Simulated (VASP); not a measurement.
Given:

```xyz
10
Lattice="4.7786 -2.5319 -0.0007 4.7786 2.5319 -0.0007 3.4378 0.0000 4.1746" Properties=species:S:1:pos:R:3 pbc="T T T"
Ga    11.1207     0.0000     3.5712
Ga     4.6232     0.0000     1.4847
Ga     1.8742     0.0000     0.6019
Ga     8.3717     0.0000     2.6884
O      4.9676    -0.9968     3.1306
O      5.3741     1.7643     1.8648
O      8.0273     0.9968     1.0425
O      7.0930     0.7675     3.9521
O      7.6209    -1.7643     2.3083
O      5.9020    -0.7675     0.2210
```

Computed with PBE GGA, VASP's PBE PAW potentials (set 64) (plane waves; VASP). Run with 520 eV cut-off, Gaussian smearing of 0.050 eV, potentials Ga_d O.

Q: Give the energies of bands 33 to 46 at the high-symmetry points, in eV from the valence-band maximum.

A: 
```tsv
band	Γ	T	H2	L	S0	F
33	-3.41	-3.75	-3.17	-2.93	-3.45	-3.56
34	-3.41	-3.75	-3.17	-2.93	-2.60	-2.88
35	-3.10	-2.37	-2.00	-1.87	-2.55	-2.52
36	-1.00	-2.37	-2.00	-1.87	-2.08	-2.45
37	-1.00	-1.41	-1.66	-1.21	-1.61	-1.31
38	-0.51	-1.41	-1.66	-1.21	-1.30	-1.26
39	-0.51	-1.41	-0.95	-1.16	-1.07	-1.23
40	-0.32	-1.41	-0.95	-1.16	-0.65	-0.97
41	-0.32	-0.29	-0.55	-0.92	-0.59	-0.82
42	-0.31	-0.29	-0.55	-0.92	-0.49	-0.69
43	-0.23	-0.29	-0.33	-0.15	-0.47	-0.26
44	-0.23	-0.29	-0.33	-0.15	-0.17	-0.15
45	2.35	5.43	6.25	5.96	6.05	6.07
46	6.26	5.43	6.25	5.96	6.19	6.30
```

The gap is indirect, 2.35 eV, from the valence maximum at Γ-S0 at 0.45 to the conduction minimum at Γ.

The compound is Ga2O3 in the corundum structure, the metastable α form; monoclinic β is stable. It was relaxed first, which changed the volume by +5 %.
